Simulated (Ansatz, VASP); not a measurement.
# Cross-check of Al between VASP and Ansatz, part 2 of 2

Wanted: the spread between two codes on one cell, functional and k mesh. The structure shown is frame 338 of Ansatz's trajectory.

VASP 6.6.1 and Ansatz 0.2.0.

So far: Starting point; Ansatz: dynamics, LDA.

**3. VASP: single point, LDA**

Level of this step: LDA; plane waves and PAW (Al) (VASP).

The same cell, functional (in two slightly different forms), mesh and smearing now go to VASP, with its own data sets.

Lines of VASP's logs that name or quote its potential files are left out, and so is its time.

File INCAR:

```
SYSTEM = Al
PREC = Accurate
ENCUT = 400
EDIFF = 1E-06
NELM = 120
ISMEAR = -1
SIGMA = 0.08
LREAL = Auto
ALGO = Normal
GGA = CA
NBANDS = 168
LORBIT = 11
LWAVE = .FALSE.
LCHARG = .FALSE.
ISIF = 2
LASPH = .TRUE.
GGA_COMPAT = .FALSE.
NCORE = 2
```

File POSCAR:

```
Al
1.0
   11.2409920000      0.0000000000      0.0000000000
    0.0000000000     11.2409920000      0.0000000000
    0.0000000000      0.0000000000     11.2409920000
Al
76
Direct
    0.7984615593      0.1245804641      0.3856332253
    0.4538300534      0.1801887236      0.6054092023
    0.1765324626      0.9297748811      0.9810255180
    0.7931595361      0.1173035262      0.0546215138
    0.2008363675      0.3407617406      0.3010321509
    0.9859087170      0.6344902656      0.7026515098
    0.6981946077      0.5628595768      0.1646740786
    0.0308780577      0.8559564850      0.7170986333
    0.4255407352      0.8203279568      0.3650923335
    0.4973671363      0.8266263333      0.9151587333
    0.4824930042      0.9058453204      0.6842545569
    0.9249895383      0.5489817980      0.8986662387
    0.2058270302      0.2430034645      0.6611694057
    0.3084514249      0.6420518758      0.4549954310
    0.5244377009      0.2173117817      0.0317765550
    0.2472913423      0.2431813847      0.1101237329
    0.3075707197      0.6708304747      0.9684910371
    0.4198472875      0.1327373954      0.2486880161
    0.1821369502      0.4699140432      0.7863985670
    0.4037632978      0.5234769316      0.7633045197
    0.9441953166      0.4931059465      0.4458147466
    0.7228810411      0.5295440118      0.4209326010
    0.6328533994      0.1288498382      0.2161997802
    0.2286808851      0.6633756167      0.6758300335
    0.0943777916      0.7545864280      0.4911221358
    0.3544971832      0.3629928747      0.4996178273
    0.4499247042      0.9957840020      0.0493913704
    0.7798866862      0.3451207865      0.2780181678
    0.2714529109      0.8375951162      0.7939957612
    0.1301575519      0.5963797501      0.3185128145
    0.4310651587      0.7634468559      0.1564630595
    0.7765150976      0.5732857029      0.6523089777
    0.3430569117      0.0800819002      0.8344815120
    0.5327109921      0.5248825015      0.5416425881
    0.6092878636      0.0450945966      0.9107470230
    0.3116095092      0.5591677318      0.1851171142
    0.0346410708      0.3224626439      0.9148569806
    0.6454857365      0.4332535776      0.8041816950
    0.4883109960      0.0335112773      0.4581179312
    0.6393652802      0.8941826486      0.0789165227
    0.0247664975      0.7369990122      0.9508502452
    0.4756964510      0.3100171230      0.7921542867
    0.7238507064      0.7580558726      0.9016019227
    0.6730099977      0.9095816455      0.2948138385
    0.0823948634      0.0051863750      0.5343389623
    0.2911931616      0.8797088371      0.5413668118
    0.1489281373      0.4605287505      0.5611782305
    0.0435377945      0.1441242908      0.2768083102
    0.7896011313      0.7934797925      0.7000983543
    0.0812479895      0.1007740242      0.7888538663
    0.6989240807      0.3241973662      0.5980610964
    0.9507168051      0.6568014638      0.1655458878
    0.8256922521      0.7307006357      0.3723959594
    0.5217155212      0.6307361486      0.3120365178
    0.3216353147      0.4015659828      0.9972963240
    0.5776625408      0.6919318153      0.7169740891
    0.6959350207      0.0644879028      0.6875016013
    0.6121879635      0.7847261167      0.4942624281
    0.8442760212      0.9296510486      0.5166358983
    0.7897434675      0.3757942360      0.0228805429
    0.4621033446      0.3678500972      0.2180323587
    0.1380750026      0.8088609973      0.1856152909
    0.9037903416      0.1649587510      0.6085228065
    0.9926170217      0.3646386369      0.1710525192
    0.0285384066      0.2741484026      0.4556626319
    0.1151677717      0.5449874886      0.0166896302
    0.9357448168      0.3765237089      0.6815946493
    0.5212440326      0.5870389375      0.0101058697
    0.2284317968      0.0101503497      0.2542302316
    0.5738906317      0.3126147586      0.4162088186
    0.2570057874      0.1542657445      0.4378617118
    0.7879553691      0.2242595671      0.8282987836
    0.9763188160      0.9260659557      0.3428256154
    0.8449343261      0.9459307506      0.9097061896
    0.8458328233      0.8677348049      0.1375590339
    0.0344638623      0.1050263180      0.0428165059
```

File KPOINTS:

```
Automatic mesh
0
Gamma
1 1 1
0 0 0
```

The projector-augmented-wave data sets are Al (LDA family, release 64).

On the command line:

```sh
mpirun -np 8 vasp_gam
```

Numbers of over 12 decimals in the logs are rounded to 6 here.

The program printed:

```text
[banner, memory and clock lines left out]
running    8 mpi-ranks, on    1 nodes
[...]
LDA part: xc-table for (Slater(with rela. corr.)+CA(PZ))
 , standard interpolation
 POSCAR, INCAR and KPOINTS ok, starting setup
[...]
entering main loop
       N       E                     dE             d eps       ncg     rms          rms(c)
DAV:   1     0.639483070734E+03    0.63948E+03   -0.76484E+04   336   0.932E+02
DAV:   2    -0.203632278515E+03   -0.84312E+03   -0.76193E+03   440   0.156E+02
DAV:   3    -0.294455658257E+03   -0.90823E+02   -0.85605E+02   400   0.436E+01
DAV:   4    -0.297166558884E+03   -0.27109E+01   -0.26603E+01   408   0.818E+00
[...]
DAV:  13    -0.289752172185E+03    0.16881E-04   -0.59193E-05   392   0.141E-02    0.210E-02
DAV:  14    -0.289752170533E+03    0.16520E-05   -0.13893E-05   384   0.632E-03    0.697E-03
DAV:  15    -0.289752170287E+03    0.24541E-06   -0.15187E-06   216   0.233E-03
   1 F= -.28975217E+03 E0= -.28929932E+03  d E =-.905700E+00
```

Parts of OUTCAR (step 3):

```text
  Total       -6.6923772     -2.2833046     -1.5091160     -2.1422371      1.2442390     -2.1188456
  in kB       -7.5487854     -2.5754938     -1.7022341     -2.4163743      1.4034615     -2.3899894
  external PRESSURE =      -3.9421711 kB  Pullay stress =       0.0000000 kB

 POSITION                                       TOTAL-FORCE (eV/Angst)
 -----------------------------------------------------------------------------------
      8.97550      1.40041      4.33490         0.411302     -0.212598      0.334394
      5.10150      2.02550      6.80540        -0.106454      0.254860      0.940645
      1.98440     10.45159     11.02770         0.255054      0.123972     -0.135561
      8.91590      1.31861      0.61400        -0.057800      0.247057     -0.281724
      2.25760      3.83050      3.38390         0.118576      0.731195      0.604752
     11.08259      7.13230      7.89850         0.508632     -0.249080     -0.535839
      7.84840      6.32710      1.85110         0.431070     -0.044347      0.329933
      0.34710      9.62180      8.06090         0.097925      0.562960      0.304571
      4.78350      9.22130      4.10400        -0.144079      1.294171      0.245720
      5.59090      9.29210     10.28729        -0.397641     -1.109183     -0.750589
      5.42370     10.18260      7.69170         0.112793      0.920641      0.081548
     10.39780      6.17110     10.10190        -1.458816     -1.245134     -0.113002
      2.31370      2.73160      7.43220         0.302563      0.278124     -0.209254
      3.46730      7.21730      5.11460        -0.045475     -0.371353      0.240867
[...]
-----------------------------------------------------------------------------------
    total drift:                               -0.006958     -0.002854      0.005085

  FREE ENERGIE OF THE ION-ELECTRON SYSTEM (eV)
  ---------------------------------------------------
  free  energy   TOTEN  =      -289.7521702872 eV

  energy  without entropy=     -288.8464706394  energy(sigma->0) =     -289.29932046

[... 3 further parts left out ...]
[key lines of the parts left out:]
E-fermi :   6.4985
```

The gap is under twice the smearing width, so the edge states are partly filled and the run can't tell a small gap from a semimetal.

**4. Differences**

Known differences besides the potentials themselves: the two LDA forms differ slightly; the cutoff is 420 eV in Ansatz and 400 eV in VASP (PREC = Accurate, projectors in real space); VASP's log shows a relativistic correction to its local exchange, Ansatz's none. Total energies have different zeros and are not compared.

Forces on 7 of the 76 atoms, those with the largest forces and the largest differences (eV/Å; atoms numbered as in POSCAR):

| atom | Ansatz x, y, z | VASP x, y, z |
| --- | --- | --- |
| Al12 | -1.442, -1.235, -0.113 | -1.459, -1.245, -0.113 |
| Al16 | -0.475, -1.652, 0.260 | -0.481, -1.668, 0.257 |
| Al27 | -1.962, 0.806, 1.258 | -1.989, 0.808, 1.268 |
| Al35 | 0.871, 0.249, -1.380 | 0.879, 0.250, -1.397 |
| Al38 | 1.117, 1.154, 0.354 | 1.129, 1.163, 0.359 |
| Al43 | -0.478, -1.182, 1.338 | -0.479, -1.194, 1.348 |
| Al55 | 0.785, 1.555, -1.308 | 0.792, 1.564, -1.320 |

The forces differ by 6.2 meV/Å r.m.s., which is 1.0 % of the r.m.s. force of 0.588 eV/Å (both taken over all components).

**5. Results**

```json
{
  "r.m.s. force difference (single point, LDA)": "1.0 % of the r.m.s. force"
}
```

The r.m.s. force difference is 1.0 % of the r.m.s. force (single point, LDA), within the 3 % picked in this series as the mark of a large difference. 2 further runs of this series are not shown here. Such differences can come from data sets, numerical settings and the points named under the comparisons, not from the functional's error against experiment.

[Lines on the potential files, build, host, timing and source positions are cut from VASP's logs without a mark.]

[Logs are printed without paths, hosts, clocks, repeated set-up lines and the standing remarks that a program may print on its own settings, such as how far it seeks lower states.]

[Hosts, paths, dates, database ids (printed as entryN), source tags and the programs' standing remarks are cut or masked in the printed files.]
